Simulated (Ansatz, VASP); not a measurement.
# SrBe3: VASP beside Ansatz, part 3 of 3

Aim: how closely do two programs agree when they are given the same cell, functional and k mesh? The cell is generated by rule, not measured, and may not be a known phase. The cell is taken from a series of runs on this material, whose earlier steps may have relaxed, scaled, displaced or heated it; both programs get it as it stands.

VASP 6.6.1 and Ansatz 0.2.0.

So far: Starting point; Ansatz: zone-centre phonons, PBEsol; VASP: zone-centre phonons, PBEsol.

## (3) VASP: zone-centre phonons, PBEsol (continued)

Level of this step: PBEsol; plane waves and PAW (Be, Sr_sv); invented cell (VASP).

Numbers of over 12 decimals in the logs are rounded to 6 here.

From OUTCAR (step 3):

```text
ion  position               nearest neighbor table
   1  0.830  0.170  0.170-   3 2.13   4 2.13   5 2.13   6 2.13   7 3.20   7 3.20   8 3.20   8 3.20

  LATTYP: Found a face centered cubic cell.
 ALAT       =     8.8264766378

 Subroutine GETGRP returns: Found 48 space group operations
 (whereof 48 operations were pure point group operations)

The static configuration has the point symmetry O_h .

 Found     16 irreducible k-points:

   k-points           NKPTS =     16   k-points in BZ     NKDIM =     16   number of bands    NBANDS=     24

   dimension x,y,z NGX =    50 NGY =   50 NGZ =   50
   dimension x,y,z NGXF=   100 NGYF=  100 NGZF=  100

   ENCUT  =  600.0 eV  44.10 Ry    6.64 a.u.  12.47 12.47 12.47*2*pi/ulx,y,z

   NELECT =      32.0000    total number of electrons

 k-points in reciprocal lattice and weights: Automatic mesh
   0.00000000  0.00000000  0.00000000       0.005
   0.16666667  0.00000000  0.00000000       0.037
   0.33333333  0.00000000  0.00000000       0.037
   0.50000000  0.00000000  0.00000000       0.019
   0.16666667  0.16666667  0.00000000       0.028
   0.33333333  0.16666667  0.00000000       0.111
   0.50000000  0.16666667  0.00000000       0.111
  -0.33333333  0.16666667  0.00000000       0.111
  -0.16666667  0.16666667  0.00000000       0.056
[...]
-0.33333333  0.33333333  0.16666667       0.111
  -0.33333333  0.50000000  0.16666667       0.056

 average (electrostatic) potential at core
       1 -37.9226       2 -37.9226       3 -37.9226       4 -37.9226       5 -37.9226
       6 -37.9226       7 -38.7468       8 -38.7468

  Total        0.0357759      0.0357759      0.0357759      0.0000000     -0.0000000     -0.0000000
  in kB        0.3334253      0.3334253      0.3334253      0.0000000     -0.0000000     -0.0000000
  external PRESSURE =       0.3334253 kB  Pullay stress =       0.0000000 kB

  energy-cutoff  :      600.00
  volume of cell :      171.91
      direct lattice vectors                 reciprocal lattice vectors
     0.000000000  4.413238319  4.413238319    -0.113295490  0.113295490  0.113295490
     4.413238319  0.000000000  4.413238319     0.113295490 -0.113295490  0.113295490
     4.413238319  4.413238319  0.000000000     0.113295490  0.113295490 -0.113295490

 POSITION                                       TOTAL-FORCE (eV/Angst)
 -----------------------------------------------------------------------------------
      1.50409      4.41324      4.41324         0.001304     -0.000000      0.000000
      7.32238      4.41324      4.41324        -0.001304     -0.000000      0.000000
      4.41324      4.41324      7.32238         0.000000     -0.000000     -0.001304
      4.41324      4.41324      1.50409         0.000000     -0.000000      0.001304
      4.41324      7.32238      4.41324         0.000000     -0.001304      0.000000
      4.41324      1.50409      4.41324         0.000000      0.001304      0.000000
      6.61986      6.61986      6.61986         0.000000     -0.000000      0.000000
      2.20662      2.20662      2.20662         0.000000     -0.000000     -0.000000
 -----------------------------------------------------------------------------------
    total drift:                               -0.000000     -0.000000     -0.000000

 Eigenvectors and eigenvalues of the dynamical matrix
 ----------------------------------------------------

   1 f  =   15.588152 THz    97.943246 2PiTHz  519.964772 cm-1    64.467386 meV
             X         Y         Z           dx          dy          dz
      1.504093  4.413238  4.413238     0.193751   -0.296584   -0.001569
      7.322383  4.413238  4.413238     0.193751   -0.296584   -0.001569
      4.413238  4.413238  7.322383    -0.112617   -0.296584    0.002700
      4.413238  4.413238  1.504093    -0.112617   -0.296584    0.002700
      4.413238  7.322383  4.413238    -0.112617    0.510259   -0.001569
      4.413238  1.504093  4.413238    -0.112617    0.510259   -0.001569
      6.619857  6.619857  6.619857     0.010005    0.026348    0.000139
      2.206619  2.206619  2.206619     0.010005    0.026348    0.000139

   2 f  =   15.588152 THz    97.943246 2PiTHz  519.964772 cm-1    64.467386 meV
             X         Y         Z           dx          dy          dz
      1.504093  4.413238  4.413238    -0.510231   -0.112627    0.003120
      7.322383  4.413238  4.413238    -0.510231   -0.112627    0.003120
      4.413238  4.413238  7.322383     0.296568   -0.112627   -0.005368
      4.413238  4.413238  1.504093     0.296568   -0.112627   -0.005368
      4.413238  7.322383  4.413238     0.296568    0.193769    0.003120
      4.413238  1.504093  4.413238     0.296568    0.193769    0.003120
      6.619857  6.619857  6.619857    -0.026347    0.010006   -0.000277
      2.206619  2.206619  2.206619    -0.026347    0.010006   -0.000277

   3 f  =   15.588152 THz    97.943246 2PiTHz  519.964772 cm-1    64.467386 meV
             X         Y         Z           dx          dy          dz
      1.504093  4.413238  4.413238     0.005977   -0.000359    0.317230
      7.322383  4.413238  4.413238     0.005977   -0.000359    0.317230
      4.413238  4.413238  7.322383    -0.003474   -0.000359   -0.545780
      4.413238  4.413238  1.504093    -0.003474   -0.000359   -0.545780
      4.413238  7.322383  4.413238    -0.003474    0.000618    0.317230
      4.413238  1.504093  4.413238    -0.003474    0.000618    0.317230
      6.619857  6.619857  6.619857     0.000309    0.000032   -0.028182
      2.206619  2.206619  2.206619     0.000309    0.000032   -0.028182

   4 f  =   15.550157 THz    97.704520 2PiTHz  518.697414 cm-1    64.310254 meV
             X         Y         Z           dx          dy          dz
      1.504093  4.413238  4.413238    -0.408248   -0.000000   -0.000000
      7.322383  4.413238  4.413238     0.408248   -0.000000   -0.000000
      4.413238  4.413238  7.322383    -0.000000   -0.000000    0.408248
      4.413238  4.413238  1.504093    -0.000000   -0.000000   -0.408248
      4.413238  7.322383  4.413238    -0.000000    0.408248    0.000000
      4.413238  1.504093  4.413238    -0.000000   -0.408248    0.000000
      6.619857  6.619857  6.619857     0.000000    0.000000    0.000000
      2.206619  2.206619  2.206619     0.000000    0.000000   -0.000000

   5 f  =   11.431443 THz    71.825875 2PiTHz  381.311897 cm-1    47.276629 meV
             X         Y         Z           dx          dy          dz
      1.504093  4.413238  4.413238     0.000000   -0.099361   -0.297797
      7.322383  4.413238  4.413238    -0.000000   -0.099361   -0.297797
      4.413238  4.413238  7.322383    -0.389159    0.099361    0.000000
      4.413238  4.413238  1.504093    -0.389159    0.099361   -0.000000
      4.413238  7.322383  4.413238     0.389159    0.000000    0.297797
      4.413238  1.504093  4.413238     0.389159   -0.000000    0.297797
      6.619857  6.619857  6.619857     0.000000   -0.000000   -0.000000
      2.206619  2.206619  2.206619    -0.000000   -0.000000    0.000000

   6 f  =   11.431443 THz    71.825875 2PiTHz  381.311897 cm-1    47.276629 meV
             X         Y         Z           dx          dy          dz
      1.504093  4.413238  4.413238     0.000000   -0.009474   -0.395837
      7.322383  4.413238  4.413238    -0.000000   -0.009474   -0.395837
      4.413238  4.413238  7.322383     0.305325    0.009474    0.000000
      4.413238  4.413238  1.504093     0.305325    0.009474   -0.000000
      4.413238  7.322383  4.413238    -0.305325    0.000000    0.395837
      4.413238  1.504093  4.413238    -0.305325   -0.000000    0.395837
      6.619857  6.619857  6.619857     0.000000   -0.000000    0.000000
      2.206619  2.206619  2.206619    -0.000000    0.000000   -0.000000

   7 f  =   11.431443 THz    71.825875 2PiTHz  381.311897 cm-1    47.276629 meV
             X         Y         Z           dx          dy          dz
      1.504093  4.413238  4.413238    -0.000000    0.489936   -0.068049
      7.322383  4.413238  4.413238     0.000000    0.489936   -0.068049
      4.413238  4.413238  7.322383    -0.073019   -0.489936   -0.000000
      4.413238  4.413238  1.504093    -0.073019   -0.489936    0.000000
      4.413238  7.322383  4.413238     0.073019   -0.000000    0.068049
      4.413238  1.504093  4.413238     0.073019    0.000000    0.068049
      6.619857  6.619857  6.619857    -0.000000   -0.000000    0.000000
      2.206619  2.206619  2.206619     0.000000    0.000000   -0.000000

   8 f  =   11.377888 THz    71.489378 2PiTHz  379.525489 cm-1    47.055142 meV
             X         Y         Z           dx          dy          dz
      1.504093  4.413238  4.413238    -0.000000   -0.010044    0.006156
      7.322383  4.413238  4.413238     0.000000    0.010044   -0.006156
      4.413238  4.413238  7.322383    -0.006156    0.494952    0.000000
      4.413238  4.413238  1.504093     0.006156   -0.494952   -0.000000
      4.413238  7.322383  4.413238     0.010044   -0.000000    0.494952
      4.413238  1.504093  4.413238    -0.010044    0.000000   -0.494952
      6.619857  6.619857  6.619857    -0.098799    0.001229   -0.002005
      2.206619  2.206619  2.206619     0.098799   -0.001229    0.002005

   9 f  =   11.377888 THz    71.489378 2PiTHz  379.525489 cm-1    47.055142 meV
             X         Y         Z           dx          dy          dz
      1.504093  4.413238  4.413238     0.000000   -0.493329   -0.040650
      7.322383  4.413238  4.413238     0.000000    0.493329    0.040650
      4.413238  4.413238  7.322383     0.040650   -0.009505   -0.000000
      4.413238  4.413238  1.504093    -0.040650    0.009505    0.000000
      4.413238  7.322383  4.413238     0.493329    0.000000   -0.009505
      4.413238  1.504093  4.413238    -0.493329   -0.000000    0.009505
      6.619857  6.619857  6.619857     0.001897   -0.008114   -0.098475
      2.206619  2.206619  2.206619    -0.001897    0.008114    0.098475

  10 f  =   11.377888 THz    71.489378 2PiTHz  379.525489 cm-1    47.055142 meV
             X         Y         Z           dx          dy          dz
      1.504093  4.413238  4.413238     0.000000    0.040520   -0.493383
      7.322383  4.413238  4.413238    -0.000000   -0.040520    0.493383
      4.413238  4.413238  7.322383     0.493383    0.006959   -0.000000
      4.413238  4.413238  1.504093    -0.493383   -0.006959    0.000000
      4.413238  7.322383  4.413238    -0.040520    0.000000    0.006959
      4.413238  1.504093  4.413238     0.040520   -0.000000   -0.006959
      6.619857  6.619857  6.619857    -0.001389   -0.098485    0.008088
      2.206619  2.206619  2.206619     0.001389    0.098485   -0.008088

  11 f  =   10.120744 THz    63.590513 2PiTHz  337.591697 cm-1    41.856017 meV
             X         Y         Z           dx          dy          dz
      1.504093  4.413238  4.413238    -0.139785   -0.000000    0.000000
      7.322383  4.413238  4.413238     0.139785   -0.000000   -0.000000
      4.413238  4.413238  7.322383    -0.000000    0.000000   -0.555016
      4.413238  4.413238  1.504093    -0.000000   -0.000000    0.555016
    [... 145 further lines ...]
      6.619857  6.619857  6.619857     0.555317    0.271484   -0.001241
      2.206619  2.206619  2.206619     0.555317    0.271484   -0.001241

 ELASTIC MODULI CONTR FROM IONIC RELAXATION (kBar)
 Direction    XX          YY          ZZ          XY          YZ          ZX
 --------------------------------------------------------------------------------
 XX        -445.5595    -36.7168    -36.7168      0.0000      0.0000      0.0000
 YY         -36.7168   -445.5595    -36.7168     -0.0000      0.0000      0.0000
 ZZ         -36.7168    -36.7168   -445.5595     -0.0000     -0.0000     -0.0000
 XY           0.0000     -0.0000     -0.0000   -288.8957     -0.0000     -0.0000
 YZ           0.0000      0.0000     -0.0000     -0.0000   -288.8957     -0.0000
 ZX           0.0000      0.0000     -0.0000     -0.0000     -0.0000   -288.8957
 --------------------------------------------------------------------------------
```

## (4) Comparison

Known differences besides the potentials themselves: the data sets hold 44 valence electrons in Ansatz (on norm-conserving files, of PseudoDojo where its log says so) and 32 in VASP; the cutoff is 1197.3 eV in Ansatz and 600 eV in VASP. Total energies have different zeros and are not compared.

Zone-centre modes by rising frequency (cm⁻¹; imaginary ones negative):

```csv
program,modes
Ansatz,"0.0, 0.0, 0.0, 103.7, 103.7, 103.7, 218.9, 218.9, 218.9, 282.1, 282.1, 282.1, 338.0, 338.0, 379.1, 379.1, 379.1, 381.8, 381.8, 381.8, 519.9, 519.9, 519.9, 519.9"
VASP,"-0.2, -0.2, -0.2, 104.0, 104.0, 104.0, 219.3, 219.3, 219.3, 282.3, 282.3, 282.3, 337.6, 337.6, 379.5, 379.5, 379.5, 381.3, 381.3, 381.3, 518.7, 520.0, 520.0, 520.0"
```

The two lists differ in the order or number of single and degenerate modes, so they aren't paired one by one; the r.m.s. figure in the results sets the two lists side by side in order.

## (5) Outcome

| Item | Value |
| --- | --- |
| r.m.s. difference of the optical zone-centre modes, each program's sorted by frequency (zone-centre phonons, PBEsol) | 0.44 cm⁻¹ |

What this shows: The r.m.s. difference of the optical zone-centre modes, each program's sorted by frequency is 0.44 cm⁻¹ (zone-centre phonons, PBEsol). The data sets hold unlike numbers of valence electrons (44 in Ansatz and 32 in VASP), so part of the differences comes from the potentials. How closely two codes agree says nothing of how well the functional describes the real material.

[Lines on the potential files, build, host, timing and source positions are cut from VASP's logs without a mark.]

[Logs are printed without paths, hosts, clocks, repeated set-up lines and the standing remarks that a program may print on its own settings, such as how far it seeks lower states.]

[Hosts, paths, dates, database ids (printed as entryN), source tags and the programs' standing remarks are cut or masked in the printed files.]
